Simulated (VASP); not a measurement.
Data:

```
Si
1.0
    0.00000     2.67421     2.67421
    2.67421     0.00000     2.67421
    2.67421     2.67421     0.00000
Si
2
Direct
  0.00000   0.00000   0.00000
  0.25000   0.25000   0.25000
```

All values below come from LDA (Ceperley-Alder, Perdew-Zunger), VASP's LDA PAW potentials (set 64) (plane waves; VASP). Run with 520 eV cut-off, 8×8×8 Γ-centred mesh, Gaussian smearing of 0.050 eV, potentials Si.

Question: Give the stress tensor in GPa (positive for a compressed cell).

Answer: 
```
3.15  0.00  0.00
0.00  3.15  0.00
0.00  0.00  3.15
```
The pressure is its mean diagonal, 3.15 GPa.

The compound is Si in the diamond structure. This cell is one point of a volume scan, at 0.97 of the reference volume.
